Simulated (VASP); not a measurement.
A VASP calculation is set up with these files.

### KPOINTS
```
kpoints
0
G
9 9 9
0 0 0
```

POSCAR:
```
CuI
1
    0.0000000000     2.9685087804     2.9685087804
    2.9685087804     0.0000000000     2.9685087804
    2.9685087804     2.9685087804     0.0000000000
Cu I
1 1
Direct
  0.0000000000   0.0000000000   0.0000000000
  0.2500000000   0.2500000000   0.2500000000
```

INCAR:
```
SYSTEM  =  CuI
PREC  =  Accurate; ENCUT  =  400; LREAL  =  .False.
LASPH  =  .True.
EDIFF  =  1E-7; NELM  =  100; ALGO  =  Normal
LMAXMIX  =  4
ISMEAR  =  -5
GGA  =  PS
ISIF  =  2
LWAVE  =  .False.; LCHARG  =  .True.; LORBIT  =  11
NEDOS  =  601
```

POTCAR, in this order: Cu I (PBE.64 set). Program: vasp_std.

Q: Write an equivalent input for Quantum ESPRESSO's pw.x.

A: One equivalent input (not run):
```
&CONTROL
  calculation = 'scf'
  pseudo_dir = './pseudo'
  outdir = './out'
  tprnfor = .true.
  tstress = .true.
/
&SYSTEM
  ibrav = 0
  nat = 2
  ntyp = 2
  ecutwfc = 92
  occupations = 'tetrahedra'
  input_dft = 'pbesol'
/
&ELECTRONS
  conv_thr = 7.3e-09
  electron_maxstep = 100
/
ATOMIC_SPECIES
  Cu 63.546 Cu.upf
  I 126.904 I.upf
CELL_PARAMETERS angstrom
     0.0000000    2.9685088    2.9685088
     2.9685088    0.0000000    2.9685088
     2.9685088    2.9685088    0.0000000
ATOMIC_POSITIONS crystal
  Cu   0.0000000  0.0000000  0.0000000
  I    0.2500000  0.2500000  0.2500000
K_POINTS automatic
  9 9 9 0 0 0
```
The two are equivalent in intent, not identical: the potentials are each code's own (VASP's PAW set, PseudoDojo norm-conserving files in pw.x), so ENCUT and ecutwfc are chosen apart and not converted; conv_thr bounds pw.x's estimated SCF error, while EDIFF bounds the energy change between steps.

The compound is CuI in the zinc blende structure. It was relaxed first, which changed the volume by -5 %.
